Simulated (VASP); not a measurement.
**Sn: Sn into a neighbouring Sn vacancy**

How hard is this move in Sn: Sn into a neighbouring Sn vacancy? Both ends are relaxed first, then a band of images between them. The start is a computed cell from the Materials Project.

Program: VASP 6.6.1. Level of theory: PBEsol; plane waves and PAW (Sn). Results are calculated unless marked as measured.

Report form: the programs' logs are mostly left out.

### 1. The host crystal

It takes space group I4_1/amd (No. 141, tetragonal). Conventional cell: a = 5.880 Å, b = 5.880 Å, c = 3.199 Å, α = 90.00°, β = 90.00°, γ = 90.00°. Nearest to Sn lie 6 Sn at 3.05 to 3.20 Å.

### 2. Relax the host

The later steps need the crystal at this functional's own lattice; a raised cutoff keeps the stress reliable while the cell changes.

Input file INCAR:

```
SYSTEM = Sn
PREC = Accurate
ENCUT = 350
EDIFF = 1E-06
NELM = 120
ISMEAR = 1
SIGMA = 0.15
LREAL = .FALSE.
ALGO = Normal
GGA = PS
NBANDS = 10
LORBIT = 11
LWAVE = .FALSE.
LCHARG = .FALSE.
KPAR = 5
LASPH = .TRUE.
IBRION = 2
NSW = 40
ISIF = 3
EDIFFG = -0.02
POTIM = 0.4
```

Input file POSCAR:

```
Sn
1.0
   -2.9401404553      2.9401404553      1.5993019889
    2.9401404553     -2.9401404553      1.5993019889
    2.9401404553      2.9401404553     -1.5993019889
Sn
2
Direct
    0.0000000000      0.0000000000      0.0000000000
    0.7500000000      0.2500000000      0.5000000000
```

Input file KPOINTS:

```
Automatic mesh
0
Gamma
12 12 12
0 0 0
```

The projector-augmented-wave data sets are Sn (PBE family, release 64).

The run is started by

```
mpirun -np 5 vasp_std
```

Wall time 10 s (5 MPI ranks of Intel Xeon 6975P-C (Granite Rapids), shared host); peak memory 0.94 GiB.

The PAW data sets were made with PBE, which is usual practice but a small mismatch for other functionals. The data set Sn keeps the semicore shell frozen, which is cheaper and a little less accurate. The run keeps the 16 symmetry operations of its start, so it cannot find a distortion of lower symmetry.

Step by step:

| step | energy less that of the first step (eV) | largest force (eV/Å) | pressure (GPa) | volume (Å³) |
| --- | --- | --- | --- | --- |
| 1 | 0.0000 | 0.0000 | -1.48 | 55.30 |
| 2 | -0.0072 | 0.0000 | 0.12 | 53.68 |
| 3 | -0.0072 | 0.0000 | 0.00 | 53.79 |

```csv
"conventional cell, symmetrised",before,after,change
a (Å),5.880,5.827,-0.9 %
b (Å),5.880,5.827,-0.9 %
c (Å),3.199,3.169,-0.9 %
volume (Å³/atom),27.65,26.89,-2.7 %
```

The relaxed structure:

```xyz
2
Lattice="-2.9133 2.9133 1.5844 2.9133 -2.9133 1.5844 2.9133 2.9133 -1.5844" Properties=species:S:1:pos:R:3 pbc="T T T"
Sn    0.0000    0.0000    0.0000
Sn    0.0000    2.9133    0.7922
```

This step gave:

| Property | Result |
| --- | --- |
| electronic cycles | 19 |
| electrons | 8 |
| free energy (TOTEN) | -8.490 eV |
| energy at zero smearing | -8.490 eV |
| Fermi energy | 5.196 eV |
| metallic | yes |

The run ended after 3 ionic steps, 0.007 eV below its first step, once forces and stress met EDIFFG = -0.02.

### 3. Relax the start

System of this step: Sn. The cell holds 23 atoms: 23 Sn. Its edges and angles: a = 8.828 Å, b = 13.243 Å, c = 8.828 Å, α = 97.4°, β = 97.4°, γ = 137.9°. It derives from Sn. Nearest the centre at fractional (0.188, 0.042, 0.125): Sn12 at 1.53 Å, Sn8 at 3.14 Å, Sn22 at 3.14 Å, Sn9 at 3.40 Å, Sn18 at 3.45 Å, Sn6 at 3.46 Å, Sn23 at 3.47 Å, Sn4 at 3.80 Å.

A path needs two true minima; the start is relaxed with symmetry off.

Input file INCAR:

```
SYSTEM = Sn
PREC = Normal
ENCUT = 280
EDIFF = 1E-05
NELM = 120
ISMEAR = 1
SIGMA = 0.15
LREAL = Auto
ALGO = Fast
GGA = PS
NBANDS = 69
LORBIT = 11
LWAVE = .FALSE.
LCHARG = .FALSE.
NCORE = 5
LASPH = .TRUE.
IBRION = 2
NSW = 60
ISIF = 2
EDIFFG = -0.05
POTIM = 0.4
MAXMIX = 40
ISYM = 0
```

Input file POSCAR:

```
Sn
1.0
   -5.8266201904      5.8266201904      3.1687159126
    8.7399302856     -8.7399302856      4.7530738689
    5.8266201904      5.8266201904     -3.1687159126
Sn
23
Direct
    0.0024529217      0.0010906155      0.5020032236
    0.0029625191      0.3327814230     -0.0006827309
    0.0021478869      0.3334859899      0.5000757984
    0.0017741255      0.6681534358      0.0005535881
   -0.0018010934      0.6648097035      0.4984564567
    0.4991452231      0.0000698840      0.0010959498
    0.4995842866     -0.0008775089      0.4982166322
    0.5053980245      0.3351360446      0.0017479446
    0.4962064056      0.3298635887      0.4921048986
    0.5010525031      0.6666408314     -0.0003579218
    0.4968998166      0.6682953987      0.5017262460
    0.3782024412      0.0870656394      0.2546158399
    0.3726999672      0.0830975500      0.7462893041
    0.3707373812      0.4153539561      0.2480806404
    0.3730684343      0.4163774859      0.7482549141
    0.3734632935      0.7490440613      0.2502249490
    0.3775420249      0.7513543843      0.7525485015
    0.8746732354      0.0813421552      0.2498514097
    0.8760464568      0.0862631950      0.7496694022
    0.8718662008      0.4159832970      0.2478223871
    0.8723685403      0.4146621419      0.7505610347
    0.8738695462      0.7477509774      0.2484419981
    0.8711002039      0.7468005729      0.7517077227
```

Input file KPOINTS:

```
Automatic mesh
0
Gamma
3 2 2
0 0 0
```

The run is started by

```
mpirun -np 5 vasp_std
```

Elapsed: 2.6 min, on 5 MPI ranks; peak memory 0.73 GiB.

The steps of the relaxation:

```
step  energy less that of the first step (eV)  largest force (eV/Å)
   1                                   0.0000                0.4361
   2                                  -0.0457                0.3443
   3                                  -0.1183                0.2156
   4                                  -0.1221                0.2065
   5                                  -0.1472                0.1883
   6                                  -0.1895                0.1593
   7                                  -0.1921                0.2086
   8                                  -0.2206                0.1468
   9                                  -0.2539                0.2002
  10                                  -0.2815                0.1542
  11                                  -0.2892                0.2283
  12                                  -0.2907                0.1693
  13                                  -0.3148                0.0753
  14                                  -0.3185                0.1198
  15                                  -0.3283                0.0802
  16                                  -0.3295                0.0925
  17                                  -0.3382                0.0529
  18                                  -0.3398                0.0583
  19                                  -0.3457                0.0420
```

The atoms that moved most (Å):

```csv
atom,dx,dy,dz,length
Sn18,-0.584,-0.073,0.163,0.611
Sn19,0.120,0.289,-0.123,0.336
Sn10,-0.035,0.026,0.313,0.316
Sn3,-0.304,-0.045,-0.059,0.313
Sn8,-0.013,-0.009,-0.277,0.277
Sn23,0.253,0.003,0.051,0.258
Sn2,0.113,-0.054,0.197,0.234
Sn4,-0.068,-0.021,-0.219,0.230
```

The relaxed structure:

```cif
data_structure
_symmetry_space_group_name_H-M 'P 1'
_symmetry_Int_Tables_number 1
_cell_length_a 8.8284
_cell_length_b 13.2425
_cell_length_c 8.8284
_cell_angle_alpha 97.402
_cell_angle_beta 97.402
_cell_angle_gamma 137.932
_cell_volume 645.46
loop_
_atom_site_label
_atom_site_type_symbol
_atom_site_fract_x
_atom_site_fract_y
_atom_site_fract_z
_atom_site_occupancy
Sn1 Sn 0.98722 0.00269 0.50288 1
Sn2 Sn 0.02944 0.36000 0.00439 1
Sn3 Sn 0.98892 0.30986 0.47012 1
Sn4 Sn 0.96537 0.64123 0.99291 1
Sn5 Sn 0.98965 0.66767 0.51293 1
Sn6 Sn 0.50273 0.00639 0.01162 1
Sn7 Sn 0.51174 0.00380 0.49738 1
Sn8 Sn 0.46099 0.30529 0.99990 1
Sn9 Sn 0.49542 0.33065 0.50526 1
Sn10 Sn 0.55257 0.69752 0.99886 1
Sn11 Sn 0.49988 0.67025 0.50973 1
Sn12 Sn 0.34670 0.07714 0.24093 1
Sn13 Sn 0.36970 0.07798 0.74487 1
Sn14 Sn 0.38255 0.42264 0.25413 1
Sn15 Sn 0.36056 0.41182 0.75023 1
Sn16 Sn 0.37923 0.75146 0.24170 1
Sn17 Sn 0.37006 0.75414 0.75557 1
Sn18 Sn 0.89417 0.06508 0.19349 1
Sn19 Sn 0.88135 0.08015 0.78474 1
Sn20 Sn 0.87793 0.42387 0.25654 1
Sn21 Sn 0.87997 0.41189 0.73258 1
Sn22 Sn 0.88596 0.75645 0.25861 1
Sn23 Sn 0.87934 0.76660 0.77364 1
```

This step gave:

- electronic cycles: 126
- electrons: 92
- free energy (TOTEN): -97.1789 eV
- energy at zero smearing: -97.1798 eV
- Fermi energy: 4.731 eV

The run ended after 19 ionic steps, 0.346 eV below its first step, once the forces on the free atoms met EDIFFG = -0.05.

### 4. Relax the end

The end state is relaxed in the same way, so that both ends share their errors.

INCAR is that of step 3.

Input file POSCAR:

```
Sn
1.0
   -5.8266201904      5.8266201904      3.1687159126
    8.7399302856     -8.7399302856      4.7530738689
    5.8266201904      5.8266201904     -3.1687159126
Sn
23
Direct
    0.0011628628     -0.0003349030      0.5025384100
    0.0020908864      0.3329388470     -0.0001005227
   -0.0052688801      0.3312407794      0.5009450888
    0.0016816502      0.6681720003     -0.0009539646
   -0.0065707210      0.6643737108      0.4975333618
    0.4991461405     -0.0003358007      0.0026834666
    0.5022429354      0.0009842767      0.5007629204
    0.5001409320      0.3341363972      0.0019440564
    0.4947085659      0.3283015901      0.5013676792
    0.4955584457      0.6635092269     -0.0001813319
    0.5016039805      0.6688619624      0.4994534269
    0.0049949321      0.0024206279      0.0009328927
    0.3687180679      0.0805854938      0.7491542411
    0.3726359842      0.4172241701      0.2528182580
    0.3773607235      0.4186245454      0.7499190710
    0.3727684897      0.7485354143      0.2500818275
    0.3753270639      0.7519382335      0.7490315164
    0.8646001854      0.0798882790      0.2499987153
    0.8762140860      0.0819333024      0.7554315821
    0.8733576310      0.4134668577      0.2488643042
    0.8760814597      0.4172069656      0.7485340679
    0.8749198065      0.7491648550      0.2497813149
    0.8714517736      0.7470340019      0.7480014188
```

KPOINTS is that of step 3.

The run is started by

```
mpirun -np 5 vasp_std
```

The job ended after 2.4 min (5 MPI ranks; peak memory 0.74 GiB; 11 min of CPU time).

Relaxation path:

| step | energy less that of the first step (eV) | largest force (eV/Å) |
| --- | --- | --- |
| 1 | 0.0000 | 0.3549 |
| 2 | -0.0332 | 0.2754 |
| 3 | -0.0910 | 0.2059 |
| 4 | -0.0965 | 0.2042 |
| 5 | -0.1168 | 0.1734 |
| 6 | -0.1520 | 0.1663 |
| 7 | -0.1559 | 0.2390 |
| 8 | -0.1773 | 0.1857 |
| 9 | -0.2138 | 0.1430 |
| 10 | -0.2171 | 0.1873 |
| 11 | -0.2445 | 0.1253 |
| 12 | -0.2528 | 0.1822 |
| 13 | -0.2727 | 0.0969 |
| 14 | -0.2744 | 0.1373 |
| 15 | -0.2860 | 0.0800 |
| 16 | -0.2874 | 0.0985 |
| 17 | -0.2959 | 0.0558 |
| 18 | -0.2977 | 0.0882 |
| 19 | -0.3029 | 0.0633 |
| 20 | -0.3039 | 0.0711 |
| 21 | -0.3072 | 0.0391 |

The atoms that moved most (Å):

| atom | dx | dy | dz | length |
| --- | --- | --- | --- | --- |
| Sn6 | 0.603 | 0.029 | -0.166 | 0.626 |
| Sn17 | 0.304 | 0.059 | 0.031 | 0.311 |
| Sn7 | -0.127 | -0.267 | 0.080 | 0.306 |
| Sn20 | 0.073 | -0.042 | -0.283 | 0.295 |
| Sn22 | 0.021 | -0.023 | 0.267 | 0.269 |
| Sn9 | -0.237 | -0.047 | 0.010 | 0.242 |
| Sn14 | 0.032 | 0.027 | 0.219 | 0.223 |
| Sn16 | -0.094 | 0.030 | -0.184 | 0.209 |

Final coordinates:

```xyz
23
Lattice="-5.8266 5.8266 3.1687 8.7399 -8.7399 4.7531 5.8266 5.8266 -3.1687" Properties=species:S:1:pos:R:3 pbc="T T T"
Sn    2.9563    2.9287   -1.5757
Sn    2.9757   -2.8711    1.5295
Sn    5.7169    0.0238   -0.0008
Sn    5.7826   -5.8413    3.1052
Sn    8.7032   -2.8709    1.6469
Sn   -2.2926    2.9559    1.4058
Sn   -0.1273    5.5687    0.0895
Sn   -0.0330   -0.0514    3.1141
Sn    2.6711    2.8871    1.5495
Sn    2.8179   -2.9036    4.7235
Sn    6.0016    0.0291    3.1166
Sn   -0.0508    0.1655    0.0754
Sn    2.8067    5.9087   -0.7582
Sn    2.9805    0.0251    2.5820
Sn    5.6825    2.9055    0.8325
Sn    5.7333   -2.8835    3.7628
Sn    9.0534    0.0382    2.4213
Sn   -3.0164    5.7828    2.3441
Sn    0.0561    8.7141    0.7202
Sn    0.0483    2.8828    3.6611
Sn    2.8128    5.8027    2.3891
Sn    2.9259   -0.0179    5.8087
Sn    5.7929    2.8887    3.9932
```

This step gave:

| Property | Result |
| --- | --- |
| electronic cycles | 133 |
| free energy (TOTEN) | -97.1823 eV |
| energy at zero smearing | -97.1826 eV |
| Fermi energy | 4.733 eV |

The run ended after 21 ionic steps, 0.307 eV below its first step, once the forces on the free atoms met EDIFFG = -0.05.

(Part 1 of 2 ends here.)

[Lines on the potential files, build, host, timing and source positions are cut from VASP's logs without a mark.]

[Logs are printed without paths, hosts, clocks, repeated set-up lines and the standing remarks that a program may print on its own settings, such as how far it seeks lower states.]

[Hosts, paths, dates, database ids (printed as entryN), source tags and the programs' standing remarks are cut or masked in the printed files.]

[Runs that stopped without an error message from VASP are left out.]
